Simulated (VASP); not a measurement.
Crystal: Sb.

```
CELL_PARAMETERS angstrom
2.15420 1.24373 3.75800
-2.15420 1.24373 3.75800
0.00000 -2.48746 3.75800
ATOMIC_POSITIONS crystal
Sb 0.23349 0.23349 0.23349
Sb 0.76651 0.76651 0.76651
```

Base run:

```yaml
Program: VASP 6.6.1
Functional: PBE
Dispersion: D3(BJ)
Potentials_or_basis: VASP PAW PBE potentials, release 64 (Sb)
Cutoff: 250 eV
k_mesh: 6 × 6 × 6
Occupations: gaussian, width 0.02 eV
Spin: no spin polarisation
```

Its results: band gap on the k mesh none (metal or under the smearing width); pressure 0.2 GPa; largest force 0.106 eV/Å.

Problem. After a change of settings the same cell gave: band gap on the k mesh 1.29 eV, indirect (least direct gap 1.32 eV); pressure 0.9 GPa; largest force 0.090 eV/Å. Which change was it?
A. cutoff from 250 eV to 520 eV; k mesh from 6 × 6 × 6 to 3 × 3 × 3
B. cutoff from 250 eV to 350 eV
C. cutoff from 250 eV to 520 eV; k mesh from 6 × 6 × 6 to 12 × 12 × 12
D. cutoff from 250 eV to 520 eV; k mesh from 6 × 6 × 6 to 9 × 9 × 9

Solution. A.

Caveats: some runs use coarse meshes; pairwise dispersion overbinds metals, which lowers pressure and volume (some runs); spin-orbit coupling is left out, which moves the levels of the heavy elements (some runs); an odd mesh through Γ misses points on the zone boundary, where band edges often lie (some runs).

Not every run made on this cell is shown here.
